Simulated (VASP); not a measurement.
An input for Ansatz (written as the equivalent of a VASP run, and not itself run):

Ansatz 0.2 input:
```yaml
crystal:
  lattice:
    - [0.0000000, 2.9455307, 2.9455307]
    - [2.9455307, 0.0000000, 2.9455307]
    - [2.9455307, 2.9455307, 0.0000000]
  atoms:
    - { symbol: P, position: [0.2500000, 0.2500000, 0.2500000] }
    - { symbol: In, position: [0.0000000, 0.0000000, 0.0000000] }
kpoints:
  mp_grid: { grid: [7, 7, 7] }
hamiltonian:
  xc: pbe
  dispersion: d3bj
  pseudopotentials: { kind: paw }
scf:
  occupations: { method: gaussian, width: 0.05 }
  max_iter: 100
relax:
  max_steps: 60
  f_tol: 0.01
  cell: {}
output: { forces: true, stress: true, eigenvalues: true }
```

Translate this input to VASP (INCAR, KPOINTS, POSCAR, choice of POTCAR).

One answer among several that fit: 
**POSCAR**
```
InP
1.0
  0.0000000000   2.9455306514   2.9455306514
  2.9455306514   0.0000000000   2.9455306514
  2.9455306514   2.9455306514   0.0000000000
P In
1 1
Direct
  0.2500000000   0.2500000000   0.2500000000
  0.0000000000   0.0000000000   0.0000000000
```

KPOINTS:
```
K-points
0
gamma
  7 7 7
0 0 0
```

**INCAR**
```
ALGO = Normal
EDIFF = 1E-6
EDIFFG = -0.01
ENCUT = 400
GGA = PE
IBRION = 2
ISIF = 3
ISMEAR = 0
IVDW = 12
LASPH = .TRUE.
LCHARG = .FALSE.
LMAXMIX = 4
LREAL = .FALSE.
LWAVE = .FALSE.
NELM = 100
NSW = 60
PREC = Accurate
SIGMA = 0.05
SYSTEM = InP
```

POTCAR, in this order: P In_d (PBE.64 set). Program: vasp_std.

Limits of the translation: each code has its own PAW files, so the cut-off isn't converted (ENCUT is set for VASP's; basis.ecutwfc is left out, and Ansatz then takes the one that its files recommend); Ansatz stops its SCF on the density residual and VASP on the energy change (EDIFF).

The structure comes from a measured InP entry (F-43m) of the Crystallography Open Database, whose conditions weren't checked. It was relaxed first. The start is the result of an earlier pass.
